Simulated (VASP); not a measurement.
The input files of a VASP run:

**KPOINTS**
```
Regular mesh
0
gamma
6 6 6
```

**POSCAR**
```
KI
1
    0.0000000000     3.5350000000     3.5350000000
    3.5350000000     0.0000000000     3.5350000000
    3.5350000000     3.5350000000     0.0000000000
K I
1 1
Direct
  0.0000000000   0.0000000000   0.0000000000
  0.5000000000   0.5000000000   0.5000000000
```

### INCAR
```
EDIFFG = -0.01   ! ionic stop
LMAXMIX = 4   ! l cut-off of mixed one-centre charges
NSW = 60   ! most ionic steps
GGA = PS   ! PBEsol
LCHARG = .False.
EDIFF = 1E-6   ! SCF stop (eV)
ISMEAR = 0   ! Gaussian
SYSTEM = KI
PREC = Accurate
IBRION = 2
LASPH = .True.   ! aspherical one-centre terms
LREAL = .False.   ! projection in real space or not
SIGMA = 0.05
ALGO = Normal
NELM = 100
ISIF = 3
ENCUT = 400   ! plane-wave cut-off (eV)
LWAVE = .False.
```

POTCAR, in this order: K_sv I (PBE.64 set). Program: vasp_std.

**Question.** Write an equivalent input for Quantum ESPRESSO's pw.x.

**Answer.** One equivalent input (not run):
```
&CONTROL
  calculation = 'vc-relax'
  pseudo_dir = './pseudo'
  outdir = './out'
  tprnfor = .true.
  tstress = .true.
  nstep = 60
  forc_conv_thr = 0.00039
/
&SYSTEM
  ibrav = 0
  nat = 2
  ntyp = 2
  ecutwfc = 74
  occupations = 'smearing'
  smearing = 'gaussian'
  degauss = 0.003675
  input_dft = 'pbesol'
/
&ELECTRONS
  conv_thr = 7.3e-08
  electron_maxstep = 100
/
&IONS
/
&CELL
/
ATOMIC_SPECIES
  K 39.098 K.upf
  I 126.904 I.upf
CELL_PARAMETERS angstrom
     0.0000000    3.5350000    3.5350000
     3.5350000    0.0000000    3.5350000
     3.5350000    3.5350000    0.0000000
ATOMIC_POSITIONS crystal
  K    0.0000000  0.0000000  0.0000000
  I    0.5000000  0.5000000  0.5000000
K_POINTS automatic
  6 6 6 0 0 0
```
The two are equivalent in intent, not identical: the potentials are each code's own (VASP's PAW set, PseudoDojo norm-conserving files in pw.x), so ENCUT and ecutwfc are chosen apart and not converted; conv_thr bounds pw.x's estimated SCF error, while EDIFF bounds the energy change between steps; forc_conv_thr acts on force components and is met together with etot_conv_thr.

The compound is KI in the rock salt structure. This run relaxes it. Symmetry was kept, so distortions that lower it aren't found.
